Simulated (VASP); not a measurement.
Here is the system:

```
CELL_PARAMETERS angstrom
      0.00000     1.98316     1.98316
      1.98316     0.00000     1.98316
      1.98316     1.98316     0.00000
ATOMIC_POSITIONS crystal
  Pt 0.00000 0.00000 0.00000
```

Level of theory: PBE GGA, VASP's PBE PAW potentials (set 64) (plane waves; VASP). Run with 520 eV cut-off, 16×16×16 Γ-centred mesh, first-order Methfessel-Paxton smearing of 0.10 eV, potentials Pt.

Question: The job: Pt (fcc), 1 atom, PBE, static run, 520 eV, 16×16×16 Γ-centred mesh. Roughly how much core time does it take on a busy server core?

Answer: About 10 core-seconds (one run on a shared machine, a rough figure). It had 145 irreducible k-points, 9 bands, up to 444 plane waves and 11 electronic steps.

The compound is Pt in the fcc structure. It was relaxed first.
